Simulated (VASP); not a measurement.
Output of a VASP run:

**OSZICAR**
```
       N       E                     dE             d eps       ncg     rms          rms(c)
DAV:   1     0.384401224488E+02    0.38440E+02   -0.56125E+03  4936   0.102E+03
DAV:   2    -0.390634412600E+01   -0.42346E+02   -0.39875E+02  4583   0.190E+02
DAV:   3    -0.425745129680E+01   -0.35111E+00   -0.34217E+00  5112   0.179E+01
DAV:   4    -0.425839360674E+01   -0.94231E-03   -0.94229E-03  4937   0.971E-01
DAV:   5    -0.425839871898E+01   -0.51122E-05   -0.51119E-05  4920   0.709E-02    0.100E+01
DAV:   6    -0.394814950783E+01    0.31025E+00   -0.99780E-01  4474   0.973E+00    0.615E+00
DAV:   7    -0.392373111167E+01    0.24418E-01   -0.95262E-02  4725   0.293E+00    0.287E+00
DAV:   8    -0.392065906990E+01    0.30720E-02   -0.20796E-03  4685   0.527E-01    0.284E-01
DAV:   9    -0.392064626560E+01    0.12804E-04   -0.74431E-06  4771   0.322E-02    0.138E-02
DAV:  10    -0.392064959644E+01   -0.33308E-05   -0.10523E-06  4997   0.109E-02    0.147E-03
DAV:  11    -0.392064961049E+01   -0.14049E-07   -0.32670E-08  2755   0.188E-03
   1 F= -.39206496E+01 E0= -.39207577E+01  d E =0.324166E-03
```

### OUTCAR
```
------------------------ aborting loop because EDIFF is reached ----------------------------------------
  FORCE on cell =-STRESS in cart. coord.  units (eV):
  Direction    XX          YY          ZZ          XY          YZ          ZX
  --------------------------------------------------------------------------------------
  Total        0.1985415      0.1985415      0.1792991      0.0000000     -0.0000000      0.0000000
  in kB       18.9106754     18.9106754     17.0778734      0.0000000     -0.0000000      0.0000000
  external PRESSURE =      18.2997414 kB  Pullay stress =       0.0000000 kB
  volume of cell :       16.82
      direct lattice vectors                 reciprocal lattice vectors
     0.000000000  2.030249079  2.040451335    -0.246275201  0.246275201  0.245043825
     2.030249079  0.000000000  2.040451335     0.246275201 -0.246275201  0.245043825
     2.030249079  2.030249079  0.000000000     0.246275201  0.246275201 -0.245043825
 POSITION                                       TOTAL-FORCE (eV/Angst)
 -----------------------------------------------------------------------------------
      0.00000      0.00000      0.00000         0.000000     -0.000000     -0.000000
 -----------------------------------------------------------------------------------
    total drift:                               -0.000000     -0.000000     -0.000000
  FREE ENERGIE OF THE ION-ELECTRON SYSTEM (eV)
  ---------------------------------------------------
  free  energy   TOTEN  =        -3.9206496105 eV

  energy  without entropy=       -3.9209737763  energy(sigma->0) =       -3.92075767
```
(Selected blocks of OUTCAR.)

File POSCAR:
```
Au
1
    0.0000000000     2.0302490786     2.0404513352
    2.0302490786     0.0000000000     2.0404513352
    2.0302490786     2.0302490786     0.0000000000
Au
1
Direct
  0.0000000000   0.0000000000   0.0000000000
```

Write an INCAR and KPOINTS that could have produced this output.

This is not unique; one that fits is the input of the run itself, PBEsol GGA, plane waves, VASP's PBE PAW potentials (set 64).

**INCAR**
```
ALGO = Normal
EDIFF = 1E-7
ENCUT = 480
GGA = PS
ISIF = 2
ISMEAR = 1
LASPH = .TRUE.
LCHARG = .FALSE.
LMAXMIX = 6
LREAL = .FALSE.
LWAVE = .FALSE.
NELM = 100
PREC = Accurate
SIGMA = 0.1
SYSTEM = Au
```

File KPOINTS:
```
kpoints
0
G
 14 14 14
0 0 0
```

POTCAR, in this order: Au (PBE.64 set). Program: vasp_std.

The compound is Au in the fcc structure. This cell was strained or had an atom moved on purpose.
